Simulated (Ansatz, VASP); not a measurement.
**Two plane-wave programs on Ag3F**

```
CELL_PARAMETERS angstrom
0.00000 3.21609 3.21609
3.21609 0.00000 3.21609
3.21609 3.21609 0.00000
ATOMIC_POSITIONS crystal
Ag 0.25000 0.25000 0.25000
Ag 0.75000 0.75000 0.75000
Ag 0.50000 0.50000 0.50000
F 0.00000 0.00000 0.00000
```

The cell was built by a generator and needn't be a form met in nature.

Alike in both runs: task relaxation of cell and atoms; functional BLYP; dispersion D3(BJ); k mesh 5 × 5 × 5; occupations fermi-dirac, width 0.05 eV; no spin polarisation.

|  | VASP | Ansatz |
| --- | --- | --- |
| version | VASP 6.6.1 | Ansatz 0.2.0 |
| potentials or method | VASP PAW PBE potentials, release 64 (Ag, F) | Ansatz PAW |
| plane-wave cutoff (eV) | 600 | 420 |
| valence electrons in the cell | 40 | 64 |

VASP gave:

* gap on the k mesh at the Fermi level, each at its own relaxed structure (eV): none
* relaxed volume (Å³/atom): 15.90
* relaxed cell length with the largest relative difference (Å): 4.480
* energy change over the relaxation (meV/atom): -8

Task: Which values does Ansatz return?

Result: gap on the k mesh at the Fermi level, each at its own relaxed structure (eV): none; relaxed volume (Å³/atom): 15.89; relaxed cell length with the largest relative difference (Å): 4.480; energy change over the relaxation (meV/atom): -8.

A gap of «none» marks a metal or a gap that the smearing closes. The two sets of potentials don't hold the same shells in valence.

Caveats: pairwise dispersion overbinds metals, which lowers pressure and volume; the PAW data sets were made with another functional, which shifts forces and pressure a little (VASP); the plane-wave basis is chosen anew once the cell has moved, so the energies of steps on either side of that aren't comparable (Ansatz); the PAW data sets come from PBE, with cores solved anew for the run's functional, which leaves a small shift of forces and pressure (Ansatz).
